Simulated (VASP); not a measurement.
Data:

```
CELL_PARAMETERS angstrom
      4.22763     0.00000     0.00000
      0.00000     4.22763     0.00000
      0.00000     0.00000     4.22763
ATOMIC_POSITIONS crystal
  Cs 0.00000 0.00000 0.00000
  Br 0.50000 0.50000 0.50000
```

The numbers are results of r2SCAN+rVV10, VASP's PBE PAW potentials (set 64) (plane waves; VASP 6.6.1), not measurements. Run with 520 eV cut-off, 6×6×6 Γ-centred mesh, Gaussian smearing of 0.050 eV, potentials Cs_sv Br.

Unless said otherwise, spin-orbit coupling is left out, though it shifts the bands of the heavy elements here.

Predict the energy per atom (σ→0), band gap (on the k-mesh) with the smallest direct gap where there is one.

```json
{
 "band gap (on the k-mesh)": "5.28 eV",
 "smallest direct gap (on the k-mesh)": "5.28 eV",
 "energy per atom (σ→0)": "-20.871 eV/atom"
}
```

Only differences to runs with the same potentials and settings are physical.

The compound is CsBr in the CsCl type structure. This cell is one point of a volume scan, at 0.97 of the reference volume.
